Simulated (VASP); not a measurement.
Here is the system:

```
CELL_PARAMETERS angstrom
     -3.79289     3.79289     3.79289
      3.79289    -3.79289     3.79289
      3.79289     3.79289    -3.79289
ATOMIC_POSITIONS crystal
  Al 0.81420 0.30911 0.12331
  Al 0.18580 0.69089 0.87669
  Al 0.81420 0.69089 0.50509
  Al 0.18580 0.30911 0.49491
  Al 0.12331 0.81420 0.30911
  Al 0.50509 0.81420 0.69089
  Al 0.49491 0.18580 0.30911
  Al 0.87669 0.18580 0.69089
  Al 0.30911 0.12331 0.81420
  Al 0.30911 0.49491 0.18580
  Al 0.69089 0.87669 0.18580
  Al 0.69089 0.50509 0.81420
  W  0.00000 0.00000 0.00000
```

The numbers are results of PBE GGA, VASP's PBE PAW potentials (set 64) (plane waves; VASP), not measurements. Settings: LREAL = Auto, 400 eV cut-off, 7×7×7 Γ-centred mesh, tetrahedra with Blöchl corrections, potentials Al W_sv.

The cores are frozen, which limits the accuracy of field gradients.

Q: Give the principal components of the electric field gradient (V/Å²) and the asymmetry η at each nucleus.

A: 
```json
[
 {"atom": "Al1", "Vxx": "15.0", "Vyy": "5.5", "Vzz": "-20.6", "η": "0.46"},
 {"atom": "Al2", "Vxx": "15.0", "Vyy": "5.5", "Vzz": "-20.6", "η": "0.46"},
 {"atom": "Al3", "Vxx": "15.0", "Vyy": "5.5", "Vzz": "-20.6", "η": "0.46"},
 {"atom": "Al4", "Vxx": "15.0", "Vyy": "5.5", "Vzz": "-20.6", "η": "0.46"},
 {"atom": "Al5", "Vxx": "15.0", "Vyy": "5.5", "Vzz": "-20.6", "η": "0.46"},
 {"atom": "Al6", "Vxx": "15.0", "Vyy": "5.5", "Vzz": "-20.6", "η": "0.46"},
 {"atom": "Al7", "Vxx": "15.0", "Vyy": "5.5", "Vzz": "-20.6", "η": "0.46"},
 {"atom": "Al8", "Vxx": "15.0", "Vyy": "5.5", "Vzz": "-20.6", "η": "0.46"},
 {"atom": "Al9", "Vxx": "15.0", "Vyy": "5.5", "Vzz": "-20.6", "η": "0.46"},
 {"atom": "Al10", "Vxx": "15.0", "Vyy": "5.5", "Vzz": "-20.6", "η": "0.46"},
 {"atom": "Al11", "Vxx": "15.0", "Vyy": "5.5", "Vzz": "-20.6", "η": "0.46"},
 {"atom": "Al12", "Vxx": "15.0", "Vyy": "5.5", "Vzz": "-20.6", "η": "0.46"},
 {"atom": "W13", "Vxx": "0.0", "Vyy": "0.0", "Vzz": "0.0", "η": "-"}
]
```

The compound is Al12W in the sg204 structure. It was relaxed first.
